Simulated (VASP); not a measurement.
Data:

```
CELL_PARAMETERS angstrom
      0.00000     3.22813     3.22813
      3.22813     0.00000     3.22813
      3.22813     3.22813     0.00000
ATOMIC_POSITIONS crystal
  Ba 0.00000 0.00000 0.00000
  S  0.50000 0.50000 0.50000
```

The numbers are results of PBE GGA, VASP's PBE PAW potentials (set 64) (plane waves; VASP 6.6.1), not measurements. Numerical set-up: 480 eV cut-off, 8×8×8 Γ-centred mesh, Gaussian smearing of 0.050 eV, potentials Ba_sv S.

Unless said otherwise, spin-orbit coupling is left out, though it shifts the bands of the heavy elements here.

Q: What does the run give for the energy per atom (σ→0), band gap (on the k-mesh) with the smallest direct gap where there is one?

A: 
The band gap (on the k-mesh) comes out as 2.16 eV. The smallest direct gap (on the k-mesh) is 2.31 eV and the energy per atom (σ→0) is -5.097 eV/atom.

The absolute energy has meaning only against runs of the same code, potentials and settings.

The compound is BaS in the rock salt structure. It was relaxed first.
